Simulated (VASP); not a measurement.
GdN:

```xyz
2
Lattice="0.0000 2.4990 2.4990 2.4990 0.0000 2.4990 2.4990 2.4990 0.0000" Properties=species:S:1:pos:R:3 pbc="T T T"
Gd    0.0000    0.0000    0.0000
N     2.4990    2.4990    2.4990
```

The cell comes from a database or a generator and needn't be the stable form of this composition.

Base run:

| Quantity | Value |
| --- | --- |
| Program | VASP 6.6.1 |
| Functional | PBE |
| Potentials or basis | VASP PAW PBE potentials, release 64 (Gd, N) |
| Cutoff | 520 eV |
| k mesh | 10 × 10 × 10 |
| Occupations | fermi-dirac, width 0.05 eV |
| Spin | collinear spin, ferromagnetic start |
| Starting moments | [7.0, 0.0] μB |

Its results: pressure -1.2 GPa; net moment 7.00 μB per cell; site moments Gd +6.80; N -0.09 μB.

The run is repeated on the same cell with these changes: hubbard terms from none to Gd f U = 10 eV. What comes out?

Pressure 1.5 GPa; net moment 7.00 μB per cell; site moments Gd +6.89; N -0.12 μB.

Caveats: a cell with one magnetic atom can't hold antiferromagnetic order, which such compounds often take.
